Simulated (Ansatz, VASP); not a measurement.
## BiP in VASP and in Ansatz

```
Bi P
1.0
     0.00000    3.25191    3.25191
     3.25191    0.00000    3.25191
     3.25191    3.25191    0.00000
Bi P
1 1
Cartesian
  0.0000 0.0000 0.0000
  1.6260 1.6260 1.6260
```

Alike in both runs: functional PBE; k mesh 9 × 9 × 9; occupations fermi-dirac, width 0.05 eV; no spin polarisation.

Ansatz relaxed the structure, and its values are those at the end. VASP's run is a single point on that final structure, the one shown.

|  | VASP | Ansatz |
| --- | --- | --- |
| version | VASP 6.6.1 | Ansatz 0.2.0 |
| potentials or method | VASP PAW PBE potentials, release 64 (Bi_d, P) | PAW with Ansatz's default frozen-core files, scalar-relativistic |
| plane-wave cutoff (eV) | 520 | 420 |
| valence electrons in the cell | 20 | 20 |

```tsv
	VASP	Ansatz	Ansatz less VASP
pressure (GPa)	0.0	0.0	+0.05
```

The functional is the same, so the differences come from potentials, cutoffs and numerics.
